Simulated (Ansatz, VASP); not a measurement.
Two plane-wave programs on SrC2

INCAR

```
SYSTEM = SrC2
PREC = Accurate ; ENCUT = 520
EDIFF = 1E-6 ; ISMEAR = 0
SIGMA = 0.05 ; LREAL = .False.
LASPH = .True. ; NELM = 100
ALGO = Fast ; ISIF = 2
LWAVE = .False. ; LCHARG = .False.
NBANDS = 16
```

The input KPOINTS:

```
regular mesh
0
Gamma
  9 9 9
  0 0 0
```

The input POSCAR:

```
SrC2
1.0
    2.7187116479      1.5696489018      2.3066623887
   -2.7187116479      1.5696489018      2.3066623887
    0.0000000000     -3.1392978035      2.3066623887
Sr C
1 2
Direct
    0.0000000000      0.0000000000      0.0000000000
    0.5915580000      0.5915580000      0.5915580000
    0.4084420000      0.4084420000      0.4084420000
```

Input for Ansatz:

```yaml
crystal:
  lattice:
    - [2.7187116479, 1.5696489018, 2.3066623887]
    - [-2.7187116479, 1.5696489018, 2.3066623887]
    - [0.0, -3.1392978035, 2.3066623887]
  atoms:
    - { symbol: Sr, position: [0.0, 0.0, 0.0] }
    - { symbol: C, position: [0.591558, 0.591558, 0.591558] }
    - { symbol: C, position: [0.408442, 0.408442, 0.408442] }
basis:
  ecutwfc: 420
kpoints:
  mp_grid: { grid: [9, 9, 9] }
hamiltonian:
  xc: lda
scf:
  occupations: { method: gaussian, width: 0.05 }
output:
  forces: true
  stress: true
  eigenvalues: true
```

Change from the starting cell: strain +0.080 along x and y, +0.000 along z, atoms carried along.

Alike in both runs: task single point; functional LDA; k mesh 9 × 9 × 9; occupations gaussian, width 0.05 eV; no spin polarisation.

|  | VASP | Ansatz |
| --- | --- | --- |
| version | VASP 6.6.1 | Ansatz 0.2.0 |
| potentials or method | VASP PAW LDA potentials, release 64 (Sr_sv, C) | scalar-relativistic, plane waves, PAW |
| plane-wave cutoff (eV) | 520 | 420 |
| valence electrons in the cell | 18 | 18 |

```tsv
	VASP	Ansatz	Ansatz less VASP
gap on the k mesh at the Fermi level (eV)	1.99	2.02	+0.030
least direct gap on the mesh (eV)	2.70	2.71	+0.013
pressure (GPa)	-8.7	-9.0	-0.24
largest component of the traceless stress (GPa)	0.16	0.48	+0.327
rms of the force components (eV/Å)	0.092	0.129	+0.0364
```

Atom by atom the forces differ by 0.036 eV/Å (rms over components).

Caveats: an odd mesh through Γ misses points on the zone boundary, where band edges often lie.
